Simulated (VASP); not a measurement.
Input:

```
W2Zr
1.0
    0.00000     3.79055     3.79055
    3.79055     0.00000     3.79055
    3.79055     3.79055     0.00000
Zr W
2 4
Direct
  0.75000   0.75000   0.75000
  0.50000   0.50000   0.50000
  0.12500   0.62500   0.12500
  0.12500   0.12500   0.12500
  0.62500   0.12500   0.12500
  0.12500   0.12500   0.62500
```

The numbers are results of PBEsol GGA, VASP's PBE PAW potentials (set 64) (plane waves; VASP), not measurements. Run with 400 eV cut-off, Gaussian smearing of 0.050 eV, potentials Zr_sv W_sv.

Q: Give the energies of bands 32 to 45 at the high-symmetry points, in eV from the Fermi level.

A: 
| band | Γ | X | U | L | W |
|---|---|---|---|---|---|
| 32 | -2.84 | -2.56 | -2.23 | -2.20 | -2.70 |
| 33 | -2.43 | -1.94 | -2.22 | -1.58 | -2.10 |
| 34 | -2.43 | -1.94 | -2.20 | -1.54 | -2.10 |
| 35 | -0.66 | -1.39 | -1.65 | -1.54 | -1.74 |
| 36 | -0.66 | -1.39 | -1.48 | -1.29 | -1.74 |
| 37 | 0.16 | -1.33 | -1.38 | -1.29 | -0.85 |
| 38 | 0.16 | -1.33 | -1.25 | -1.12 | -0.85 |
| 39 | 0.16 | -1.26 | -0.81 | -0.86 | -0.83 |
| 40 | 1.13 | -1.26 | -0.63 | -0.86 | -0.83 |
| 41 | 1.13 | -0.33 | -0.21 | 1.44 | -0.18 |
| 42 | 1.13 | -0.33 | 0.35 | 1.44 | -0.18 |
| 43 | 1.76 | 1.66 | 1.03 | 1.68 | 1.05 |
| 44 | 1.76 | 1.66 | 1.13 | 1.68 | 1.05 |
| 45 | 2.51 | 2.33 | 2.08 | 1.89 | 2.67 |

It has no gap at this level: it comes out as a metal or semimetal.

The structure comes from a computed database's ZrW2 entry (Fd-3m); how it stands against other phases isn't given here. It was relaxed first.
